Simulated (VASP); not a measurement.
**What goes wrong when InSb is relaxed with a bad input**

Aim: see how common mistakes in a VASP relaxation show up, on InSb. The starting structure is a measured crystal structure from the Crystallography Open Database. The first relaxation on each setting starts from this cell expanded by 3 % in volume.

Method: Kohn-Sham DFT with plane waves and PAW; PBEsol, in VASP 6.6.1.

## Step 1: The structure

The structure is cubic, space group F-43m (No. 216). The conventional cell has a = 6.478 Å, b = 6.478 Å, c = 6.478 Å, α = 90.00°, β = 90.00°, γ = 90.00°. Nearest to Sb lie 4 In at 2.81 Å. Nearest to In lie 4 Sb at 2.81 Å. Farther neighbours are not listed.

Coordinates:

```xyz
2
Lattice="0.0000 3.2391 3.2391 3.2391 0.0000 3.2391 3.2391 3.2391 0.0000" Properties=species:S:1:pos:R:3 pbc="T T T"
Sb    4.8586    4.8586    4.8586
In    0.0000    0.0000    0.0000
```

## Step 2: Reference relaxation

INCAR reads:

```
SYSTEM = InSb
PREC = Accurate
ENCUT = 450
EDIFF = 1E-06
NELM = 100
ISMEAR = 0
SIGMA = 0.05
LREAL = .FALSE.
ALGO = Normal
GGA = PS
NBANDS = 15
LORBIT = 11
LWAVE = .FALSE.
LCHARG = .FALSE.
KPAR = 8
IBRION = 2
NSW = 50
ISIF = 3
EDIFFG = -0.006
```

POSCAR reads:

```
InSb
1.0
    0.0000000000      3.2711723829      3.2711723829
    3.2711723829      0.0000000000      3.2711723829
    3.2711723829      3.2711723829      0.0000000000
Sb In
1 1
Direct
    0.7500000000      0.7500000000      0.7500000000
    0.0000000000      0.0000000000      0.0000000000
```

KPOINTS reads:

```
Automatic mesh
0
Gamma
10 10 10
0 0 0
```

PAW data sets: Sb and In_d (PBE family, release 64).

The run is started by

```bash
mpirun -np 8 vasp_std
```

What it wrote:

```text
[banner, memory and clock lines left out]
running    8 mpi-ranks, on    1 nodes
 distrk:  each k-point on    1 cores,    8 groups
 distr:  one band on    1 cores,    1 groups

 POSCAR found type information on POSCAR SbIn
 POSCAR found :  2 types and       2 ions
|                                                                             |
|           W    W    AA    RRRRR   N    N  II  N    N   GGGG   !!!           |
|           W    W   A  A   R    R  NN   N  II  NN   N  G    G  !!!           |
|           W    W  A    A  R    R  N N  N  II  N N  N  G       !!!           |
|           W WW W  AAAAAA  RRRRR   N  N N  II  N  N N  G  GGG   !            |
|           WW  WW  A    A  R   R   N   NN  II  N   NN  G    G                |
|           W    W  A    A  R    R  N    N  II  N    N   GGGG   !!!           |
|                                                                             |
|     For optimal performance we recommend to set                             |
|       NCORE = 2 up to number-of-cores-per-socket                            |
|     NCORE specifies how many cores store one orbital (NPAR=cpu/NCORE).      |
|     This setting can greatly improve the performance of VASP for DFT.       |
|     The default, NCORE=1 might be grossly inefficient on modern             |
|     multi-core architectures or massively parallel machines. Do your        |
|     Unfortunately you need to use the default for GW and RPA                |
|     calculations (for HF NCORE is supported but not extensively tested      |
|     yet).                                                                   |
|                                                                             |

|                                                                             |
|               ----> ADVICE to this user running VASP <----                  |
|                                                                             |
|     You enforced a specific xc type in the INCAR file but a different       |
|     [... a line on the potential file left out ...]
|     I HOPE YOU KNOW WHAT YOU ARE DOING!                                     |
|                                                                             |

 LDA part: xc-table for (Slater+PW92), standard interpolation
 POSCAR, INCAR and KPOINTS ok, starting setup
 FFT: planning ... GRIDC
 FFT: planning ... GRID_SOFT
 FFT: planning ... GRID
 WAVECAR not read
 entering main loop
       N       E                     dE             d eps       ncg     rms          rms(c)
DAV:   1     0.106335502379E+03    0.10634E+03   -0.73797E+03  1410   0.106E+03
DAV:   2    -0.126712074367E+01   -0.10760E+03   -0.10458E+03  1571   0.268E+02
DAV:   3    -0.765162476142E+01   -0.63845E+01   -0.63647E+01  1802   0.721E+01
DAV:   4    -0.782787994539E+01   -0.17626E+00   -0.17622E+00  1735   0.142E+01
DAV:   5    -0.783784849365E+01   -0.99685E-02   -0.99684E-02  2161   0.265E+00    0.387E+00
DAV:   6    -0.772003709623E+01    0.11781E+00   -0.18136E-01  2050   0.714E+00    0.220E+00
DAV:   7    -0.769850846386E+01    0.21529E-01   -0.65615E-02  1938   0.274E+00    0.594E-01
DAV:   8    -0.769775991543E+01    0.74855E-03   -0.74507E-03  1849   0.104E+00    0.247E-01
DAV:   9    -0.769817085745E+01   -0.41094E-03   -0.80038E-04  1669   0.263E-01    0.769E-02
DAV:  10    -0.769815327418E+01    0.17583E-04   -0.41506E-05  1885   0.493E-02    0.350E-02
DAV:  11    -0.769817435950E+01   -0.21085E-04   -0.36936E-05  1606   0.525E-02    0.226E-02
DAV:  12    -0.769817495083E+01   -0.59134E-06   -0.11022E-06  1288   0.986E-03
   1 F= -.76981750E+01 E0= -.76981364E+01  d E =-.769817E+01
 curvature:   0.00 expect dE= 0.000E+00 dE for cont linesearch  0.000E+00
 trial: gam= 0.00000 g(F)=  0.428E-47 g(S)=  0.225E-02 ort = 0.000E+00 (trialstep = 0.100E+01)
 search vector abs. value=  0.225E-02
 bond charge predicted
       N       E                     dE             d eps       ncg     rms          rms(c)
DAV:   1    -0.772600308612E+01   -0.27829E-01   -0.64267E-01  1816   0.142E+01    0.102E+00
DAV:   2    -0.770278661602E+01    0.23216E-01   -0.48716E-02  1746   0.464E+00    0.365E-01
DAV:   3    -0.769906485437E+01    0.37218E-02   -0.10534E-02  1802   0.189E+00    0.190E-01
DAV:   4    -0.769899810519E+01    0.66749E-04   -0.38690E-04  1543   0.170E-01    0.127E-01
DAV:   5    -0.769894531022E+01    0.52795E-04   -0.53169E-05  1793   0.612E-02    0.559E-02
DAV:   6    -0.769894487519E+01    0.43502E-06   -0.18049E-05  2136   0.381E-02    0.104E-02
DAV:   7    -0.769894382926E+01    0.10459E-05   -0.12297E-06  1140   0.185E-02    0.231E-03
DAV:   8    -0.769894365072E+01    0.17854E-06   -0.47196E-07   831   0.117E-02
   2 F= -.76989437E+01 E0= -.76989051E+01  d E =-.768700E-03
 trial-energy change:   -0.000769  1 .order   -0.000738   -0.002249    0.000774
 step:   0.7554(harm=  0.7439)  dis= 0.00000  next Energy=    -7.699038 (dE=-0.863E-03)
 bond charge predicted
       N       E                     dE             d eps       ncg     rms          rms(c)
DAV:   1    -0.770064316666E+01   -0.16993E-02   -0.38940E-02  1816   0.356E+00    0.245E-01
DAV:   2    -0.769927725296E+01    0.13659E-02   -0.28303E-03  1739   0.110E+00    0.902E-02
DAV:   3    -0.769904686383E+01    0.23039E-03   -0.66174E-04  1795   0.475E-01    0.447E-02
DAV:   4    -0.769904128993E+01    0.55739E-05   -0.23803E-05  1522   0.434E-02    0.302E-02
DAV:   5    -0.769903516925E+01    0.61207E-05   -0.30991E-06  1648   0.144E-02    0.136E-02
DAV:   6    -0.769903328324E+01    0.18860E-05   -0.86357E-07  1076   0.949E-03    0.214E-03
DAV:   7    -0.769903341256E+01   -0.12932E-06   -0.26563E-07   747   0.848E-03
   3 F= -.76990334E+01 E0= -.76989948E+01  d E =-.858462E-03
 curvature:  -0.37 expect dE=-0.357E-06 dE for cont linesearch -0.357E-06
 trial: gam= 0.00000 g(F)=  0.527E-46 g(S)=  0.961E-06 ort =-0.465E-04 (trialstep = 0.951E+00)
 search vector abs. value=  0.962E-06
 reached required accuracy - stopping structural energy minimisation
```

Wall time 8.4 s (8 MPI ranks of Intel Xeon 6975P-C (Granite Rapids), shared host); peak memory 1.8 GiB; 50 s of CPU time.

The logs omit lines about the potential files and the build; timing stands in the text.

Parts of OUTCAR (step 2):

```text
ion  position               nearest neighbor table
   1  0.750  0.750  0.750-   2 2.83   2 2.83   2 2.83   2 2.83
   2  0.000  0.000  0.000-   1 2.83   1 2.83   1 2.83   1 2.83

  LATTYP: Found a face centered cubic cell.
 ALAT       =     6.5423447658

 Subroutine GETGRP returns: Found 24 space group operations
 (whereof 24 operations were pure point group operations)

The static configuration has the point symmetry T_d .

 Found     47 irreducible k-points:

   k-points           NKPTS =     47   k-points in BZ     NKDIM =     47   number of bands    NBANDS=     15

   dimension x,y,z NGX =    32 NGY =   32 NGZ =   32
   dimension x,y,z NGXF=    64 NGYF=   64 NGZF=   64

   ENCUT  =  450.0 eV  33.07 Ry    5.75 a.u.   8.00  8.00  8.00*2*pi/ulx,y,z

   NELECT =      18.0000    total number of electrons

 k-points in reciprocal lattice and weights: Automatic mesh
   0.00000000  0.00000000  0.00000000       0.001
   0.10000000  0.00000000  0.00000000       0.008
   0.20000000  0.00000000  0.00000000       0.008
   0.30000000  0.00000000  0.00000000       0.008
   0.40000000  0.00000000  0.00000000       0.008
   0.50000000  0.00000000  0.00000000       0.004
   0.10000000  0.10000000  0.00000000       0.006
   0.20000000  0.10000000  0.00000000       0.024
   0.30000000  0.10000000  0.00000000       0.024
[...]
-0.30000000  0.40000000  0.20000000       0.024
  -0.30000000  0.50000000  0.20000000       0.012

 average (electrostatic) potential at core
       1 -87.2713       2 -96.2788

 E-fermi :   4.7737

 k-point     1 :       0.0000    0.0000    0.0000
  band No.  band energies     occupation
    ...
      6      -5.8684      2.00000
      7       4.3865      2.00000
      8       4.7585      1.33343
      9       4.7585      1.33343
     10       4.7585      1.33343
     11       7.6908      0.00000
     12       7.6908      0.00000
     13       7.6908      0.00000
     14      10.3040      0.00000
     15      13.0029      0.00000

 k-point     2 :       0.1000    0.0000    0.0000
  band No.  band energies     occupation
    ...
      5      -9.6612      2.00000
      6      -5.7795      2.00000
      7       3.2062      2.00000
      8       4.6217      1.99998
      9       4.6217      1.99998
     10       5.4949      0.00000
     11       7.8756      0.00000
     12       7.8813      0.00000
     13       7.8813      0.00000
     14      10.8423      0.00000
    ...

 k-point     3 :       0.2000    0.0000    0.0000
  band No.  band energies     occupation
    ...
      5      -9.6613      2.00000
      6      -5.5232      2.00000
      7       1.8021      2.00000
      8       4.3272      2.00000
      9       4.3272      2.00000
     10       5.6138      0.00000
     11       8.2614      0.00000
     12       8.2614      0.00000
     13       8.7432      0.00000
     14      11.5541      0.00000
    ...

  Total        0.0036451      0.0036451      0.0036451     -0.0000000      0.0000000      0.0000000
  in kB        0.0842301      0.0842301      0.0842301     -0.0000000      0.0000000      0.0000000
  external PRESSURE =       0.0842301 kB  Pullay stress =       0.0000000 kB

  energy-cutoff  :      450.00
  volume of cell :       69.33
      direct lattice vectors                 reciprocal lattice vectors
     0.000000000  3.260664372  3.260664372    -0.153342983  0.153342983  0.153342983
     3.260664372  0.000000000  3.260664372     0.153342983 -0.153342983  0.153342983
     3.260664372  3.260664372  0.000000000     0.153342983  0.153342983 -0.153342983

 POSITION                                       TOTAL-FORCE (eV/Angst)
 -----------------------------------------------------------------------------------
      4.89100      4.89100      4.89100         0.000000      0.000000      0.000000
      0.00000      0.00000      0.00000        -0.000000     -0.000000     -0.000000
 -----------------------------------------------------------------------------------
    total drift:                                0.000000      0.000000      0.000000

  FREE ENERGIE OF THE ION-ELECTRON SYSTEM (eV)
  ---------------------------------------------------
  free  energy   TOTEN  =        -7.6990334126 eV

  energy  without entropy=       -7.6989562395  energy(sigma->0) =       -7.69899483

 reached required accuracy - stopping structural energy minimisation

 total charge
# of ion       s       p       d       tot
------------------------------------------
    1        1.141   1.318   0.019   2.478
    2        0.872   0.700   9.864  11.436
--------------------------------------------------
tot          2.013   2.018   9.883  13.913

[... 3 further parts left out ...]
```

CONTCAR:

```
InSb
   1.00000000000000
     0.0000000000000000    3.2606643722943938    3.2606643722943938
     3.2606643722943938    0.0000000000000000    3.2606643722943938
     3.2606643722943938    3.2606643722943938    0.0000000000000000
  Sb              In
     1     1
Direct
     0.7500000000000000    0.7500000000000000    0.7500000000000000
     0.0000000000000000    0.0000000000000000    0.0000000000000000
```

The PAW data sets were made with PBE, which is usual practice but a small mismatch for other functionals. The run keeps the 24 symmetry operations of its start, so it cannot find a distortion of lower symmetry.

The reference relaxation ends at 34.667 Å³ an atom. Pressures at 0.985 and 1.015 times this volume, from two more relaxations that aren't shown, give a bulk modulus of 42.9 GPa.

## Step 3: Relaxation with an ionic step far too long

A slip made on purpose: an ionic step far too long. Against step 2 the input has IBRION = 1 and POTIM = 2 (also changed: NELM and NSW).

Changes to INCAR since step 2:

```diff
@@ -4,3 +4,3 @@
 EDIFF = 1E-06
-NELM = 100
+NELM = 60
 ISMEAR = 0
@@ -15,5 +15,6 @@
 KPAR = 8
-IBRION = 2
-NSW = 50
+IBRION = 1
+NSW = 30
 ISIF = 3
 EDIFFG = -0.006
+POTIM = 2
```

POSCAR is that of step 2.

KPOINTS is that of step 2.

The run is started by

```bash
mpirun -np 8 vasp_std
```

What it wrote:

```text
[banner, memory and clock lines left out]
running    8 mpi-ranks, on    1 nodes
[...]
[... a notice as in an earlier step ...]

 [... a notice as in an earlier step ...]

 LDA part: xc-table for (Slater+PW92), standard interpolation
 POSCAR, INCAR and KPOINTS ok, starting setup
[...]
entering main loop
       N       E                     dE             d eps       ncg     rms          rms(c)
[... 12 cycles as in an earlier step ...]
   1 F= -.76981750E+01 E0= -.76981364E+01  d E =-.769817E+01
[...]
2 F= -.76822255E+01 E0= -.76821869E+01  d E =0.159495E-01
[...]
3 F= -.76990310E+01 E0= -.76989924E+01  d E =-.168055E-01
[...]
4 F= -.76990330E+01 E0= -.76989944E+01  d E =-.201912E-05
 BRION: g(F)=  0.124E-45 g(S)=  0.101E-05 retain N=  1 mean eig= 0.15
 eig:   0.153
 reached required accuracy - stopping structural energy minimisation
```

Run time: 12 s. Hardware: 8 MPI ranks; peak memory 1.8 GiB.

OUTCAR, selected parts (step 3):

```text
  Total        0.0018671      0.0018671      0.0018671     -0.0000000      0.0000000     -0.0000000
  in kB        0.0431493      0.0431493      0.0431493     -0.0000000      0.0000000     -0.0000000
  external PRESSURE =       0.0431493 kB  Pullay stress =       0.0000000 kB

 POSITION                                       TOTAL-FORCE (eV/Angst)
 -----------------------------------------------------------------------------------
      4.89081      4.89081      4.89081        -0.000000     -0.000000     -0.000000
      0.00000      0.00000      0.00000         0.000000      0.000000      0.000000
 -----------------------------------------------------------------------------------
    total drift:                                0.000000      0.000000      0.000000

  FREE ENERGIE OF THE ION-ELECTRON SYSTEM (eV)
  ---------------------------------------------------
  free  energy   TOTEN  =        -7.6990329751 eV

  energy  without entropy=       -7.6989558022  energy(sigma->0) =       -7.69899439

[... 2 parts as in an earlier step ...]

[... 2 further parts left out ...]
[key lines of the parts left out:]
E-fermi :   4.7749
```

With an ionic step far too long the cell ends at 34.663 Å³ an atom, -0.01 % from the reference.

## Step 4: Relaxation with a leftover external pressure of 100 kbar

A slip made on purpose: a leftover external pressure of 100 kbar. Against step 2 the input has PSTRESS = 100 (also changed: NELM).

Changes to INCAR since step 3:

```diff
@@ -15,6 +15,6 @@
 KPAR = 8
-IBRION = 1
-NSW = 30
+IBRION = 2
+NSW = 50
 ISIF = 3
 EDIFFG = -0.006
-POTIM = 2
+PSTRESS = 100
```

POSCAR is that of step 3.

KPOINTS is that of step 3.

The run is started by

```bash
mpirun -np 8 vasp_std
```

What it wrote:

```text
[... set-up lines as in an earlier step ...]
 entering main loop
       N       E                     dE             d eps       ncg     rms          rms(c)
[... 12 cycles as in an earlier step ...]
   1 F= -.33286954E+01 E0= -.33286569E+01  d E =-.332870E+01
[... from here on, the cycles between the ionic steps are left out ...]
   2 F= -.31579675E+01 E0= -.31579675E+01  d E =0.170728E+00
   3 F= -.37367973E+01 E0= -.37367973E+01  d E =-.408102E+00
   4 F= -.37373766E+01 E0= -.37373766E+01  d E =-.408681E+00
   5 F= -.37373163E+01 E0= -.37373163E+01  d E =-.408621E+00
   6 F= -.37373177E+01 E0= -.37373177E+01  d E =-.143731E-05
   7 F= -.37373985E+01 E0= -.37373985E+01  d E =-.822828E-04
[...]
reached required accuracy - stopping structural energy minimisation
```

Wall time 22 s (8 MPI ranks); peak memory 1.9 GiB.

OUTCAR, selected parts (step 4):

```text
  Total        3.6900229      3.6900229      3.6900229      0.0000000      0.0000000     -0.0000000
  in kB      100.0663799    100.0663799    100.0663799      0.0000000      0.0000000     -0.0000000
  external PRESSURE =       0.0663799 kB  Pullay stress =     100.0000000 kB

 POSITION                                       TOTAL-FORCE (eV/Angst)
 -----------------------------------------------------------------------------------
      4.63694      4.63694      4.63694         0.000000      0.000000      0.000000
      0.00000      0.00000      0.00000        -0.000000     -0.000000     -0.000000
 -----------------------------------------------------------------------------------
    total drift:                                0.000000      0.000000      0.000000

  FREE ENERGIE OF THE ION-ELECTRON SYSTEM (eV)
  ---------------------------------------------------
  free  energy   TOTEN  =        -7.4249735843 eV

  energy  without entropy=       -7.4249735843  energy(sigma->0) =       -7.42497358

[... 2 parts as in an earlier step ...]

[... 2 further parts left out ...]
[key lines of the parts left out:]
E-fermi :   6.8343
```

With a leftover external pressure of 100 kbar the cell ends at 29.541 Å³ an atom, -14.79 % from the reference.

## Step 5: Relaxation with too few ionic steps

A slip made on purpose: too few ionic steps. Against step 2 the input has NSW = 2 (also changed: NELM).

Changes to INCAR since step 4:

```diff
@@ -16,5 +16,4 @@
 IBRION = 2
-NSW = 50
+NSW = 2
 ISIF = 3
 EDIFFG = -0.006
-PSTRESS = 100
```

POSCAR is that of step 4.

KPOINTS is that of step 4.

The run is started by

```bash
mpirun -np 8 vasp_std
```

What it wrote:

```text
[... set-up lines as in an earlier step ...]
 entering main loop
       N       E                     dE             d eps       ncg     rms          rms(c)
[... 12 cycles as in an earlier step ...]
   1 F= -.76981750E+01 E0= -.76981364E+01  d E =-.769817E+01
[...]
N       E                     dE             d eps       ncg     rms          rms(c)
[... 8 cycles as in an earlier step ...]
   2 F= -.76989437E+01 E0= -.76989051E+01  d E =-.768700E-03
 trial-energy change:   -0.000769  1 .order   -0.000738   -0.002249    0.000774
 step:   0.7554(harm=  0.7439)  dis= 0.00000  next Energy=    -7.699038 (dE=-0.863E-03)
```

Elapsed: 6.8 s, on 8 MPI ranks; peak memory 1.7 GiB.

[end of part 1 of 2]

[Lines on the potential files, build, host, timing and source positions are cut from VASP's logs without a mark.]

[Logs are printed without paths, hosts, clocks, repeated set-up lines and the standing remarks that a program may print on its own settings, such as how far it seeks lower states.]

[Hosts, paths, dates, database ids (printed as entryN), source tags and the programs' standing remarks are cut or masked in the printed files.]
